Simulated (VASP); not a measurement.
OSZICAR of a VASP run on ZnSe (zinc blende):

### OSZICAR
```
       N       E                     dE             d eps       ncg     rms          rms(c)
DAV:   1     0.742744779009E+02    0.74274E+02   -0.87235E+03   754   0.149E+03
DAV:   2    -0.107515842092E+02   -0.85026E+02   -0.81121E+02   814   0.266E+02
DAV:   3    -0.162736646844E+02   -0.55221E+01   -0.54958E+01   919   0.677E+01
DAV:   4    -0.163221442341E+02   -0.48480E-01   -0.48467E-01   819   0.712E+00
DAV:   5    -0.163223598255E+02   -0.21559E-03   -0.21559E-03   904   0.459E-01    0.586E+00
DAV:   6    -0.823403365933E+01    0.80883E+01   -0.66240E+00   754   0.790E+01    0.489E+00
DAV:   7    -0.840542412759E+01   -0.17139E+00   -0.11843E+00   754   0.190E+01    0.242E+00
DAV:   8    -0.836195715195E+01    0.43467E-01   -0.43858E-01   754   0.117E+01    0.884E-01
DAV:   9    -0.855846757204E+01   -0.19651E+00   -0.30310E-01   754   0.682E+00    0.309E-01
DAV:  10    -0.841991303269E+01    0.13855E+00   -0.19680E-01   754   0.510E+00    0.995E-02
DAV:  11    -0.842022184448E+01   -0.30881E-03   -0.11532E-02   789   0.120E+00    0.941E-02
DAV:  12    -0.842144561971E+01   -0.12238E-02   -0.37896E-04   854   0.208E-01    0.925E-02
DAV:  13    -0.842258523133E+01   -0.11396E-02   -0.99471E-04   754   0.456E-01    0.412E-02
DAV:  14    -0.842251182037E+01    0.73411E-04   -0.13406E-04   879   0.139E-01    0.328E-02
DAV:  15    -0.842293573607E+01   -0.42392E-03   -0.16643E-04   754   0.186E-01    0.203E-02
DAV:  16    -0.842301647130E+01   -0.80735E-04   -0.61165E-05   754   0.982E-02    0.748E-03
DAV:  17    -0.842301850142E+01   -0.20301E-05   -0.29159E-06   864   0.192E-02    0.607E-03
DAV:  18    -0.842302704024E+01   -0.85388E-05   -0.15872E-05   759   0.396E-02    0.327E-03
DAV:  19    -0.842302095961E+01    0.60806E-05   -0.11344E-06   754   0.124E-02    0.132E-03
DAV:  20    -0.842301932906E+01    0.16306E-05   -0.13287E-07   647   0.490E-03    0.999E-04
DAV:  21    -0.842302114689E+01   -0.18178E-05   -0.13200E-07   542   0.663E-03    0.281E-04
DAV:  22    -0.842302159916E+01   -0.45227E-06   -0.21711E-08   407   0.187E-03    0.233E-04
DAV:  23    -0.842302140916E+01    0.19000E-06   -0.20898E-09   402   0.722E-04    0.204E-04
DAV:  24    -0.842302118185E+01    0.22731E-06   -0.43935E-09   407   0.714E-04    0.670E-05
DAV:  25    -0.842302114550E+01    0.36346E-07   -0.81232E-10   402   0.357E-04
   1 F= -.84230211E+01 E0= -.84230211E+01  d E =-.224057E-14
```

**Question.** Which electronic solver shows in the log?

**Answer.** It is blocked Davidson (ALGO = Normal, or the opening steps of other solvers). The INCAR had ALGO = Normal.

**Question.** Can the final energy be trusted as converged?

**Answer.** The calculation finished and met its thresholds. It stopped with EDIFF = 1E-7, NELM = 100 (MS2 meta-GGA, plane waves, VASP's PBE PAW potentials (set 64)).

The compound is ZnSe in the zinc blende structure. This cell is one point of a volume scan, at 1.06 of the reference volume.
